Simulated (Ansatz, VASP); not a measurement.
# Cross-check of Mo2CO2 between VASP and Ansatz

One calculation is typed for both programs; each brings its own data sets. How far apart do they land? The structure shown is the start of the Ansatz relaxation below; VASP solves that cell, so the two are compared at the walk's first step.

Method: plane waves, with VASP 6.6.1 beside it; single point at PBE, in Ansatz 0.2.0.

## 1. Set-up

The cell holds 5 atoms: 1 C, 2 Mo and 2 O. Its edges and angles: a = 2.950 Å, b = 2.950 Å, c = 32.600 Å, α = 90.0°, β = 90.0°, γ = 120.0°. Vacuum lies along c. The height across the vacuum is the one that the program set for its solve, not the one typed.

## 2. Ansatz: relaxation, PBE

Ansatz runs on its PAW soft_1 files.

The two programs are compared at the cell with which this relaxation starts, whose forces are those of its first step.

input.yaml reads:

```yaml
crystal:
  lattice:
    - [2.95, 0.0, 0.0]
    - [-1.475, 2.55477, 0.0]
    - [0.0, 0.0, 20.0]
  atoms:
    - { symbol: C, position: [0.0, 0.0, 0.5] }
    - { symbol: Mo, position: [0.333333, 0.666667, 0.56] }
    - { symbol: Mo, position: [0.666667, 0.333333, 0.44] }
    - { symbol: O, position: [0.666667, 0.333333, 0.61] }
    - { symbol: O, position: [0.333333, 0.666667, 0.39] }
  periodic: [true, true, false]
kpoints:
  mp_grid: { grid: [9, 9, 1] }
hamiltonian:
  xc: pbe
  pseudopotentials: { kind: paw, azcp: { folder: soft_1 } }
scf:
  occupations: { method: gaussian, width: 0.1 }
output:
  forces: true
  stress: true
  eigenvalues: true
relax:
  adjacent_minimum: "off"
  f_tol: 0.05
  max_steps: 80
  cell: { stress_2d_tol: 0.02 }
```

Command:

```
ansatz run input.yaml --threads 4 --pin off --max-ram 16384MiB --backend cpu --events-out ev --progress --plain --runs-dir out
```

Numbers of over 12 decimals in the logs are rounded to 6 here.

The program printed:

```text
Warning: crystal.periodic: the lattice vector that does not repeat stood 0.000° off the slab's normal, 20.000 Å along it as the deck builds it. The run solves the slab on a vector along the normal, 32.600 Å long, with every atom where it was (on the deck's vector they left 15.60 Å outside them, and the widest stretch free of ions among them is 1.20 Å). A fractional position that the run reports is one of the run's ce [...]
[...]
basis re-selected at this cell: Δ(F+E_penalty+E_count) = -1.979e-2 eV, ΔP = +0.476 N/m vs the last step (what re-selecting the basis moved, of the pressure what is left beyond the Pulay correction that the steps carried, after the strain that the cell walked since its last selection, with what the two solves' SCF thresholds leave and, on support functions, any second-order correction that the steps lacked; it is no measure of the basis error at this ecutwfc). The dense FFT grid was sized anew with the basis: this SCF ran on 24×24×225 points, the steps before it on 20×20×225, so part of this shift can come from that change (see relax.cell in the input reference). [rest of the remark cut]
Crystal: 5 atoms, lattice volume = 270.180 Å³
iter 1 solved again at ethr=6.23e-7 eV; its pass at ethr=3.10e-3 eV (dr2=2.74e-4 eV) is discarded
SCF iter   1: F=—  HF=-11297.474062 eV  |F-HF|=—  |Δ(HF+E_count)|=         —  Δρ=2.64e-4  dr2=2.37e-4  ethr=6.23e-7  ⟨swp⟩=4.9  Hψ=2942  notcnv=0
preconditioner: auto → LDOS  [insulator: Δε(μ)=0.319 eV  Ē_g=8.426 eV  σ=0.100 eV  W_gap=0.85  n_scr=20 (ndim 8)  ℏωp=12.0 eV  f_vac=0.778  D(μ)=1.85/eV (n_scr^D=10)  ε∞_Penn≈3.0  β→1.0]
SCF iter   2: F=—  HF=-11297.474088 eV  |F-HF|=—  |Δ(HF+E_count)|=   2.58e-5  Δρ=2.24e-4  dr2=1.57e-4  ethr=5.38e-7  ⟨swp⟩=3.2  Hψ=647  notcnv=0
SCF iter   3: F=—  HF=-11297.474059 eV  |F-HF|=—  |Δ(HF+E_count)|=   2.94e-5  Δρ=3.13e-5  dr2=2.53e-6  ethr=3.57e-7  ⟨swp⟩=2.6  Hψ=556  notcnv=0
SCF iter   4: F=-11297.474059 eV  HF=-11297.474059 eV  |F-HF|=1.05e-7  |Δ(HF+E_count)|=   1.43e-7  Δρ=8.90e-6  dr2=2.50e-7  ethr=6.10e-10  ⟨swp⟩=12.9  Hψ=2379  notcnv=0
SCF 8 converged in 4 iterations: F = -11297.474059 eV  dr2 = 2.50e-7
relax step   8: F+E_penalty+E_count = -11297.47405858 eV  Δ(F+E_penalty+E_count) = -3.807e-5 eV  max|allowed force component| = 3.238e-4 eV/Å  Δτ_max = 0.0025 Å  P = +0.026 N/m  Ω = 270.180 Å³  energy of the carried Pulay correction = -2.744e-4 eV  fix = [c, alpha, beta]  reactions: c +0.000 N/m  (4 SCF iters, dr2 threshold 2.68e-7 eV, accepted)
[...]
relax step   9: F+E_penalty+E_count = -11297.47404353 eV  Δ(F+E_penalty+E_count) = +1.504e-5 eV  max|allowed force component| = 3.765e-5 eV/Å  Δτ_max = 0.0002 Å  P = +0.000 N/m  Ω = 270.218 Å³  energy of the carried Pulay correction = -2.906e-4 eV  fix = [c, alpha, beta]  reactions: c +0.000 N/m  (5 SCF iters, dr2 threshold 7.87e-10 eV, accepted)
[...]
relax step  10: F+E_penalty+E_count = -11297.47435552 eV  Δ(F+E_penalty+E_count) = -3.120e-4 eV  max|allowed force component| = 1.371e-5 eV/Å  Δτ_max = 0.0000 Å  P = +0.003 N/m  Ω = 270.218 Å³  fix = [c, alpha, beta]  reactions: c +0.000 N/m  stress off target by 2.62e-3 N/m on what of the cell is left free  SCF on the basis re-selected at this cell (its energy is not comparable with the rows above)  (6 SCF iters)
basis re-selected at this cell: Δ(F+E_penalty+E_count) = -3.120e-4 eV, ΔP = +0.002 N/m vs the last step (what re-selecting the basis moved, of the pressure what is left beyond the Pulay correction that the steps carried, after the strain that the cell walked since its last selection, with what the two solves' SCF thresholds leave and, on support functions, any second-order correction that the steps lacked; it is no m [...]
SCF converged after 6 iterations
Free energy (F): -11297.474356 eV
Harris-Foulkes:  -11297.474356 eV  (|F-HF|=1.75e-10)
Internal energy: -11297.465142 eV  (E = F + TS)
E sigma→0 (E₀):  -11297.469749 eV
Entropy (-TS):   -0.009213 eV (-1.843 meV/atom)
Fermi energy:    -6.257582 eV
--- Per-component energies (eV) ---
  E_band       = -1162.745314
  E_kinetic    = 1265.551670
  E_local      = -137195.782907  (includes V_loc(G=0)·N_el)
  E_nonlocal   = 421.400132
  E_hartree    = 67717.610825
  E_xc         = -542.536979
  E_vxc        = -679.939778  (∫ρ·V_xc dr)
  E_paw        = -6845.873976  (= ΣΔE_a)
  E_vpaw       = -409.197597  (= ΣTr[D̂ρ^β])
  E_aug_tail   = 0.001640  (compensation charges beyond the density's cutoff)
  E_ewald      = 63882.164454
  E_smearing   = -0.009213  (= −TS)
  E_closure    = 0.000000  (closes the sum)
  Σ components = -11297.474356   (vs F -11297.474356, Δ=0.00e0)
--- Forces (eV/Å), atoms counted from 1 ---
  atom   1  C      0.00000000    -0.00000000     0.00000000
  atom   2  Mo     0.00000000     0.00000000     0.00001371
  atom   3  Mo    -0.00000000     0.00000000    -0.00001371
  atom   4  O     -0.00000000    -0.00000000     0.00000738
  atom   5  O      0.00000000     0.00000000    -0.00000738
  max |Σ_I F_I| component: 1.69e-21 eV/Å
--- 2D stress c σ (N/m, compression-positive) ---
        0.002615       0.000000       0.000000
        0.000000       0.002615       0.000000
        0.000000       0.000000       0.000000
  P = ½ c Tr σ = 0.0026 N/m
--- Band table (eV; the first three rows and the last of 12) ---
  k-point 0: bands = ["-68.8370", "-68.7287", "-43.2432", "-42.6761", "-42.6761", "-42.6377", "-42.5806", "-42.5806", "-25.2822", "-25.1182", "-18.9230", "-14.0842", "-13.1877", "-13.1877", "-11.4146", "-11.4146", "-10.9753", "-8.6784", "-8.6433", "-8.6433", "-8.5623", "-8.5623", "-6.8939", "-6.0104", "-6.0104", "-4.4492", "-4.3754"]
  k-point 1: bands = ["-68.8275", "-68.7249", "-43.2230", "-42.7797", "-42.6993", "-42.6396", "-42.6023", "-42.5857", "-25.2057", "-25.0767", "-18.9535", "-13.8767", "-13.1394", "-13.0297", "-11.7330", "-11.3357", "-10.7326", "-9.8797", "-9.5331", "-8.5628", "-8.0986", "-7.6752", "-6.7512", "-5.8315", "-5.7867", "-4.4801", "-4.3221"]
  k-point 2: bands = ["-68.8026", "-68.7162", "-43.1812", "-42.9625", "-42.7683", "-42.7529", "-42.6033", "-42.5977", "-25.0422", "-24.9863", "-18.9477", "-13.4480", "-12.9302", "-12.6903", "-12.1421", "-11.2476", "-11.1652", "-10.3262", "-9.9969", "-9.0140", "-8.2013", "-7.1002", "-6.0752", "-5.5724", "-5.2154", "-4.5236", "-4.2660"]
  k-point 11: bands = ["-68.7187", "-68.7187", "-43.1404", "-43.1404", "-43.1258", "-42.8591", "-42.6961", "-42.6961", "-24.7929", "-24.7929", "-18.5773", "-12.9879", "-12.9879", "-12.2903", "-12.1238", "-11.4820", "-10.6807", "-10.6807", "-10.3017", "-10.3017", "-6.9189", "-6.7994", "-6.7994", "-4.8375", "-4.8375", "-4.2105", "-2.1794"]
--- Relaxed structure (8 steps of the walk, 8 accepted, 2 SCFs on fresh bases) ---
  F+E_penalty+E_count = -11297.47435552 eV   max|allowed force component| = 1.371e-5 eV/Å   (the final SCF, on the basis selected at the relaxed cell)
  cell:  # Å, volume = 270.2181 Å³
    - [3.093735, 0.0, 0]
    - [-1.546868, 2.679253, 0]
    - [0, 0, 32.6]
  atoms:
    - { symbol: C, position: [0, 0, 0.306748] }
    - { symbol: Mo, position: [0.333333, 0.666667, 0.340971] }
    - { symbol: Mo, position: [0.666667, 0.333333, 0.272526] }
    - { symbol: O, position: [0.666667, 0.333333, 0.375293] }
    - { symbol: O, position: [0.333333, 0.666667, 0.238204] }
```

Reading the cycles: dr2 is the Hartree energy of the density residual (eV), the measure of convergence; HF is the Harris–Foulkes estimate of the energy, which meets the free energy F at convergence.

## 3. VASP: single point, PBE, start cell, pair 1

The same cell, functional, mesh and smearing now go to VASP, with its own data sets.

Lines of VASP's logs that name or quote its potential files are left out, and so is its time.

INCAR reads:

```
SYSTEM = Mo2CO2
PREC = Accurate
ENCUT = 520
EDIFF = 1E-06
NELM = 120
ISMEAR = 0
SIGMA = 0.1
LREAL = .FALSE.
ALGO = Normal
GGA = PE
NBANDS = 28
LASPH = .TRUE.
LORBIT = 11
LWAVE = .FALSE.
LCHARG = .FALSE.
ISIF = 2
LDIPOL = .TRUE.
IDIPOL = 3
DIPOL = 0.5 0.5 0.307
LVHAR = .TRUE.
GGA_COMPAT = .FALSE.
NELMDL = -8
KPAR = 2
```

POSCAR reads:

```
Mo2CO2
1.0
    2.9499970000      0.0000000000      0.0000000000
   -1.4749990000      2.5547720000      0.0000000000
    0.0000000000      0.0000000000     32.6000000000
C Mo O
1 2 2
Direct
    0.0000000000      0.0000000000      0.3067484663
    0.3333335768      0.6666669276      0.3435582822
    0.6666669579      0.3333334638      0.2699386503
    0.6666669579      0.3333334638      0.3742331288
    0.3333335768      0.6666669276      0.2392638037
```

KPOINTS reads:

```
Automatic mesh
0
Gamma
9 9 1
0 0 0
```

Potentials, in the order of the species: C, Mo_sv and O (PBE family, release 64).

Command:

```
mpirun -np 2 vasp_std
```

The program printed:

```text
[banner, memory and clock lines left out]
running    2 mpi-ranks, on    1 nodes
 distrk:  each k-point on    1 cores,    2 groups
 distr:  one band on    1 cores,    1 groups

 POSCAR found type information on POSCAR C MoO
 POSCAR found :  3 types and       5 ions
 LDA part: xc-table for (Slater+PW92), standard interpolation
 POSCAR, INCAR and KPOINTS ok, starting setup
 FFT: planning ... GRIDC
 FFT: planning ... GRID_SOFT
 FFT: planning ... GRID
 WAVECAR not read
 entering main loop
       N       E                     dE             d eps       ncg     rms          rms(c)
DAV:   1     0.384760320421E+03    0.38476E+03   -0.25223E+04   912   0.130E+03
DAV:   2    -0.249910439758E+02   -0.40975E+03   -0.40384E+03   864   0.351E+02
DAV:   3    -0.534075218881E+02   -0.28416E+02   -0.27660E+02   780   0.881E+01
DAV:   4    -0.542561857700E+02   -0.84866E+00   -0.83605E+00   868   0.144E+01
DAV:   5    -0.542714342451E+02   -0.15248E-01   -0.15118E-01   836   0.173E+00
DAV:   6    -0.542717562508E+02   -0.32201E-03   -0.32174E-03   848   0.246E-01
DAV:   7    -0.542717673652E+02   -0.11114E-04   -0.11109E-04   848   0.402E-02
DAV:   8    -0.542717677903E+02   -0.42513E-06   -0.42492E-06   744   0.752E-03    0.613E+01
DAV:   9    -0.453454802164E+02    0.89263E+01   -0.64693E+01   680   0.500E+01    0.143E+01
DAV:  10    -0.450920944501E+02    0.25339E+00   -0.11632E+01   680   0.231E+01    0.154E+01
DAV:  11    -0.446032273594E+02    0.48887E+00   -0.22007E+00   736   0.117E+01    0.155E+00
DAV:  12    -0.445956901023E+02    0.75373E-02   -0.17612E-01   744   0.285E+00    0.497E-01
DAV:  13    -0.445940129381E+02    0.16772E-02   -0.21057E-02   804   0.872E-01    0.223E-01
DAV:  14    -0.445934821007E+02    0.53084E-03   -0.15613E-03   812   0.222E-01    0.105E-01
[...]
DAV:  19    -0.445938560716E+02   -0.15479E-03   -0.87448E-06   720   0.154E-02    0.841E-03
DAV:  20    -0.445939177138E+02   -0.61642E-04   -0.55714E-06   712   0.125E-02    0.274E-03
DAV:  21    -0.445940132824E+02   -0.95569E-04   -0.44490E-06   580   0.777E-03    0.250E-03
DAV:  22    -0.445940233029E+02   -0.10020E-04   -0.44400E-07   504   0.377E-03    0.118E-03
DAV:  23    -0.445940428614E+02   -0.19559E-04   -0.13047E-06   532   0.388E-03    0.127E-03
DAV:  24    -0.445940451561E+02   -0.22947E-05   -0.10283E-07   456   0.158E-03    0.377E-04
DAV:  25    -0.445940479626E+02   -0.28065E-05   -0.16967E-07   460   0.127E-03    0.323E-04
DAV:  26    -0.445940482264E+02   -0.26381E-06   -0.25970E-08   396   0.690E-04
   1 F= -.44594048E+02 E0= -.44582425E+02  d E =-.232469E-01
```

OUTCAR, selected parts (step 3):

```text
ion  position               nearest neighbor table
   1  0.000  0.000  0.307-   2 2.08   3 2.08   3 2.08   2 2.08   2 2.08   3 2.08
   2  0.333  0.667  0.344-   4 1.98   4 1.98   4 1.98   1 2.08   1 2.08   1 2.08   3 2.94   3 2.94
                             3 2.94
   3  0.667  0.333  0.270-   5 1.98   5 1.98   5 1.98   1 2.08   1 2.08   1 2.08   2 2.94   2 2.94
                             2 2.94
   4  0.667  0.333  0.374-   2 1.98   2 1.98   2 1.98
   5  0.333  0.667  0.239-   3 1.98   3 1.98   3 1.98

  LATTYP: Found a hexagonal cell.
 ALAT       =     2.9499970000
 C/A-ratio  =    11.0508586958

 Subroutine GETGRP returns: Found 12 space group operations
 (whereof  6 operations were pure point group operations)

The static configuration has the point symmetry C_3v.
 The point group associated with its full space group is D_3d.

 Found     12 irreducible k-points:

   k-points           NKPTS =     12   k-points in BZ     NKDIM =     12   number of bands    NBANDS=     28

   dimension x,y,z NGX =    24 NGY =   24 NGZ =  250
   dimension x,y,z NGXF=    48 NGYF=   48 NGZF=  500

   ENCUT  =  520.0 eV  38.22 Ry    6.18 a.u.   5.49  5.49 60.61*2*pi/ulx,y,z

   NELECT =      44.0000    total number of electrons

 k-points in reciprocal lattice and weights: Automatic mesh
   0.00000000  0.00000000  0.00000000       0.012
   0.11111111  0.00000000  0.00000000       0.074
   0.22222222 -0.00000000  0.00000000       0.074
   0.33333333  0.00000000  0.00000000       0.074
   0.44444444 -0.00000000  0.00000000       0.074
   0.11111111  0.11111111  0.00000000       0.074
   0.22222222  0.11111111  0.00000000       0.148
   0.33333333  0.11111111  0.00000000       0.148
   0.44444444  0.11111111  0.00000000       0.074
   0.22222222  0.22222222  0.00000000       0.074
   0.33333333  0.22222222  0.00000000       0.148
   0.33333333  0.33333333  0.00000000       0.025

 dipolmoment           0.000000      0.000000      0.000002 electrons x Angstroem

 average (electrostatic) potential at core
       1 -57.4952       2 -85.0754       3 -85.0754       4 -78.9296       5 -78.9296

 E-fermi :  -1.8765

 k-point     1 :       0.0000    0.0000    0.0000
  band No.  band energies     occupation
    ...
     21      -4.0240      2.00000
     22      -4.0240      2.00000
     23      -2.6441      2.00000
     24      -2.0870      1.99708
     25      -2.0870      1.99708
     26       0.1670      0.00000
     27       0.4361      0.00000
     28       0.4361      0.00000

 k-point     2 :       0.1111    0.0000    0.0000
  band No.  band energies     occupation
    ...
     20      -4.9461      2.00000
     21      -3.7076      2.00000
     22      -3.0777      2.00000
     23      -2.4024      2.00000
     24      -1.8726      0.95566
     25      -1.7024      0.01381
     26       0.1417      0.00000
     27       0.3678      0.00000
     28       0.5497      0.00000

 k-point     3 :       0.2222   -0.0000    0.0000
  band No.  band energies     occupation
    ...
     18      -7.3703      2.00000
     19      -6.0372      2.00000
     20      -5.3481      2.00000
     21      -3.9300      2.00000
     22      -2.5511      2.00000
     23      -1.6549      0.00173
     24      -1.2280      0.00000
     25      -0.9845      0.00000
     26       0.0424      0.00000
     27       0.7158      0.00000
    ...

  Total       13.8339683     13.8339646      8.7180734     -0.0000027      0.0000000      0.0000000
  in kB       90.2123583     90.2123341     56.8512191     -0.0000177      0.0000000      0.0000000
  external PRESSURE =      79.0919705 kB  Pullay stress =       0.0000000 kB

  energy-cutoff  :      520.00
  volume of cell :      245.69
      direct lattice vectors                 reciprocal lattice vectors
     2.949997000  0.000000000  0.000000000     0.338983396  0.195712247  0.000000000
    -1.474999000  2.554772000  0.000000000     0.000000000  0.391424362  0.000000000
     0.000000000  0.000000000 32.600000000     0.000000000  0.000000000  0.030674847

 POSITION                                       TOTAL-FORCE (eV/Angst)
 -----------------------------------------------------------------------------------
      0.00000      0.00000     10.00000        -0.000000      0.000000      0.000000
      0.00000      1.70318     11.20000         0.000000      0.000000     -2.191715
      1.47500      0.85159      8.80000        -0.000000     -0.000000      2.191715
      1.47500      0.85159     12.20000        -0.000000      0.000000      3.191861
      0.00000      1.70318      7.80000         0.000000     -0.000000     -3.191861
 -----------------------------------------------------------------------------------
    total drift:                               -0.002665     -0.002665      0.000205

  FREE ENERGIE OF THE ION-ELECTRON SYSTEM (eV)
  ---------------------------------------------------
  free  energy   TOTEN  =       -44.5940482264 eV

  energy  without entropy=      -44.5708013455  energy(sigma->0) =      -44.58242479

 vacuum level on the upper side and lower side of the slab         3.313         3.313

 total charge
# of ion       s       p       d       tot
------------------------------------------
    1        0.903   1.655   0.000   2.558
    2        2.324   6.321   4.041  12.686
    3        2.324   6.321   4.041  12.686
    4        1.579   3.496   0.000   5.075
    5        1.579   3.496   0.000   5.075
--------------------------------------------------
tot          8.709  21.289   8.083  38.080

[... 3 further parts left out ...]
```

The run ends at a pressure of 7.91 GPa, with forces up to 3.2 eV/Å.

## 4. Comparison

Known differences besides the potentials themselves: Ansatz cuts the interaction across the vacuum, VASP repeats the sheet with a dipole correction; Ansatz takes its cutoff from its data sets, VASP runs at 520 eV. Total energies have different zeros and are not compared.

Forces (eV/Å; atoms numbered as in POSCAR):

```
atom        Ansatz x, y, z          VASP x, y, z
  C1   0.000, 0.000, 0.000   0.000, 0.000, 0.000
 Mo2  0.000, 0.000, -2.175  0.000, 0.000, -2.192
 Mo3   0.000, 0.000, 2.175   0.000, 0.000, 2.192
  O4   0.000, 0.000, 3.149   0.000, 0.000, 3.192
  O5  0.000, 0.000, -3.149  0.000, 0.000, -3.192
```

The forces differ by 17 meV/Å r.m.s., which is 1.2 % of the r.m.s. force of 1.414 eV/Å (both taken over all components). With vacuum in the cell, a pressure given here is an average over mostly empty space and none of the material.

## 5. Ansatz: relaxation, PBE

The two programs are compared at the cell with which this relaxation starts, whose forces are those of its first step.

The structure compared here is the start of the Ansatz relaxation; VASP solves that cell, so the two are compared at the walk's first step.

input.yaml reads:

```yaml
crystal:
  lattice:
    - [3.0937350402, 0.0, 0.0]
    - [-1.5468675201, 2.6792531373, 0.0]
    - [0.0, 0.0, 32.6]
  atoms:
    - { symbol: C, position: [0.0, 0.0, 0.3067484663] }
    - { symbol: Mo, position: [0.3333333333, 0.6666666667, 0.3409707521] }
    - { symbol: Mo, position: [0.6666666667, 0.3333333333, 0.2725261804] }
    - { symbol: O, position: [0.6666666667, 0.3333333333, 0.3752929194] }
    - { symbol: O, position: [0.3333333333, 0.6666666667, 0.2382040132] }
  periodic: [true, true, false]
kpoints:
  mp_grid: { grid: [15, 15, 1] }
hamiltonian:
  xc: pbe
  pseudopotentials: { kind: paw, azcp: { folder: soft_1 } }
scf:
  occupations: { method: gaussian, width: 0.1 }
output:
  forces: true
  stress: true
  eigenvalues: true
  write_density: true
  write_potential: true
  elf: true
  volumetric_format: npy
relax:
  adjacent_minimum: "off"
  f_tol: 0.005
  max_steps: 80
  cell: { stress_2d_tol: 0.02 }
```

Command:

```
ansatz run input.yaml --threads 4 --pin off --max-ram 16384MiB --backend cpu --events-out ev --progress --plain --runs-dir out
```

The program printed:

```text
[...]
Crystal: 5 atoms, lattice volume = 270.218 Å³
Basis set: ecut = 420 eV, 5257 PW (Γ), exchange–correlation on 48×48×450 points (8 copies of the dense FFT grid, shifted against one another)
Bands: 27, of which v1, the nominal top of the filled ones, is band 22 counted from 1 (21 counted from 0)
Symmetry: 12 space group operations
[...]
k-points: 27 of 225
[...]
cell:  # Å, volume = 270.3651 Å³
    - [3.094577, 0, 0]
    - [-1.547288, 2.679982, 0]
    - [0, 0, 32.6]
  atoms:
    - { symbol: C, position: [0, 0, 0.306748] }
    - { symbol: Mo, position: [0.333333, 0.666667, 0.340998] }
    - { symbol: Mo, position: [0.666667, 0.333333, 0.272499] }
    - { symbol: O, position: [0.666667, 0.333333, 0.375233] }
    - { symbol: O, position: [0.333333, 0.666667, 0.238264] }
[key lines of the parts left out:]
SCF converged after 7 iterations
Free energy (F): -11297.467753 eV
Fermi energy:    -6.330505 eV
P = ½ c Tr σ = -0.0019 N/m
```

(Continued in part 2 of 2.)

[Lines on the potential files, build, host, timing and source positions are cut from VASP's logs without a mark.]

[Logs are printed without paths, hosts, clocks, repeated set-up lines and the standing remarks that a program may print on its own settings, such as how far it seeks lower states.]

[Hosts, paths, dates, database ids (printed as entryN), source tags and the programs' standing remarks are cut or masked in the printed files.]
